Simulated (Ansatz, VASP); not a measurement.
One calculation of Na4Au, two programs

```
CELL_PARAMETERS angstrom
-3.50197 3.50197 3.20755
3.50197 -3.50197 3.20755
3.50197 3.50197 -3.20755
ATOMIC_POSITIONS crystal
Na 0.92787 0.07213 0.50000
Na 0.42787 0.92787 0.85575
Na 0.07213 0.57213 0.14425
Na 0.57213 0.42787 0.50000
Au 0.00000 0.00000 0.00000
```

Alike in both runs: task single point; functional PBE; k mesh 4 × 4 × 4; occupations gaussian, width 0.1 eV; no spin polarisation.

|  | VASP | Ansatz |
| --- | --- | --- |
| version | VASP 6.6.1 | Ansatz 0.2.0 |
| potentials or method | VASP PAW PBE potentials, release 64 (Na_pv, Au) | scalar-relativistic, plane waves, PAW |
| plane-wave cutoff (eV) | 520 | 420 |
| valence electrons in the cell | 39 | 55 |

|  | VASP | Ansatz | Ansatz less VASP |
| --- | --- | --- | --- |
| gap on the k mesh at the Fermi level (eV) | none | none | - |
| pressure (GPa) | 0.0 | 0.0 | 0.00 |
| largest component of the traceless stress (GPa) | 0.23 | 0.23 | -0.002 |

A gap of «none» marks a metal or a gap that the smearing closes. The two sets of potentials don't hold the same shells in valence.

The runs have no spin-orbit coupling, so splittings on Au are missing.
